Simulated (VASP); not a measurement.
Here is the system:

```
CsBr
1.0
    4.35157     0.00000     0.00000
    0.00000     6.15405     0.00000
    0.00000     0.00000    17.05870
Cs Br
2 2
Direct
  0.00000   0.92857   0.41035
  0.00000   0.42857   0.58965
  0.50000   0.42857   0.41035
  0.50000   0.92857   0.58965
```

All values below come from LDA (Ceperley-Alder, Perdew-Zunger), VASP's LDA PAW potentials (set 64) (plane waves; VASP 6.6.1). Run with 300 eV cut-off, 4×3×1 Γ-centred mesh, first-order Methfessel-Paxton smearing of 0.27 eV, potentials Cs_sv Br.

The cell holds a wide vacuum, so values per volume refer to the whole cell. Unless said otherwise, spin-orbit coupling is left out, though it shifts the bands of the heavy elements here.

Problem. What does the run give for the energy per atom (σ→0), largest force, band gap (on the k-mesh) with the smallest direct gap where there is one?

Solution. 
The band gap (on the k-mesh) is 3.71 eV. The smallest direct gap (on the k-mesh) comes out as 3.71 eV and the energy per atom (σ→0) is -3.174 eV/atom. The largest force comes out as 0.258 eV/Å.

The cell is a sheet with vacuum, built from a database entry that may be metastable or hypothetical.
